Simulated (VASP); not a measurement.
A snapshot from molecular dynamics of Ta, step 41; the first frame, the perfect lattice, has an electronic free energy F (no ionic kinetic energy) of -12.022 eV/atom. The Γ point alone samples so small a cell crudely.

Consider the following.

```xyz
27
Lattice="-4.9500 4.9500 4.9500 4.9500 -4.9500 4.9500 4.9500 4.9500 -4.9500" Properties=species:S:1:pos:R:3 pbc="T T T"
Ta     0.0751     0.0431    -0.0053
Ta    -3.2638     6.5611     3.3383
Ta     3.5085     3.2306    -3.1575
Ta     1.5898     8.1709     1.5882
Ta    -1.7375     4.9343     4.9559
Ta     4.9394     1.5989    -1.5644
Ta     3.2906    -3.2605     3.3693
Ta     4.9905    -1.6788     1.7862
Ta     6.6719     0.0857     0.0599
Ta     3.2617    -3.2000     6.5228
Ta     4.8529    -1.5215     4.8563
Ta     1.7924     4.9242    -1.6392
Ta     0.0408    -0.0177     3.2488
Ta     1.6998     1.6490     1.6013
Ta     3.3761     3.2728     0.0645
Ta     6.5421     3.2582    -0.0817
Ta     3.2654    -0.0460     3.2195
Ta     5.0014     1.6686     1.6527
Ta     6.5983     3.2719     3.2853
Ta     3.1173    -0.0392     6.5021
Ta     4.8585     1.6399     4.8946
Ta     3.3269     6.5053     0.0171
Ta    -0.1019     3.4387     3.2605
Ta     1.4655     5.0133     1.5986
Ta     0.1065    -0.0728     6.6619
Ta     1.6191     1.6712     5.0494
Ta     3.3627     3.3486     3.2649
```

These are PBE GGA, VASP's PBE PAW potentials (set 64) (plane waves; VASP) values and carry that method's errors. Numerical set-up: PREC = Normal, LREAL = Auto, ISYM = 0, EDIFF = 1E-5, 300 eV cut-off, 1×1×1 Γ-centred mesh, Fermi-Dirac smearing of 0.10 eV, potentials Ta_pv.

**Question.** Give F per atom of this frame and the forces (eV/Å).

**Answer.** -11.943 eV/atom.
```
atom     Fx     Fy     Fz
----  -----  -----  -----
Ta1   -0.67  -0.48   0.24
Ta2   -0.01   0.66   0.11
Ta3   -2.56   0.85  -1.48
Ta4    0.80   0.31   0.73
Ta5    1.15  -0.18   0.21
Ta6   -0.24   0.20  -0.79
Ta7    0.06  -0.48  -1.22
Ta8   -0.30   0.29  -1.17
Ta9   -0.46  -1.02  -0.06
Ta10   0.92  -0.43   0.62
Ta11   0.88  -1.51   0.68
Ta12  -1.35   0.37   0.01
Ta13   0.05   0.07   0.79
Ta14  -0.97   0.63   0.10
Ta15  -0.48   0.19  -0.81
Ta16   0.65   0.50   0.92
Ta17  -0.26   0.52   0.55
Ta18  -0.21  -0.61   0.01
Ta19  -0.14   0.01   0.17
Ta20   1.80   0.55   0.99
Ta21   0.95  -0.23   0.04
Ta22  -0.33   1.08   0.05
Ta23   0.23  -1.47   0.09
Ta24   2.04  -0.34   0.32
Ta25  -1.34   0.77  -0.47
Ta26   0.46  -0.04  -1.17
Ta27  -0.64  -0.20   0.54
```

The cell is a supercell, built from Ta (bcc). Its lattice is the typed one, not relaxed at this level.
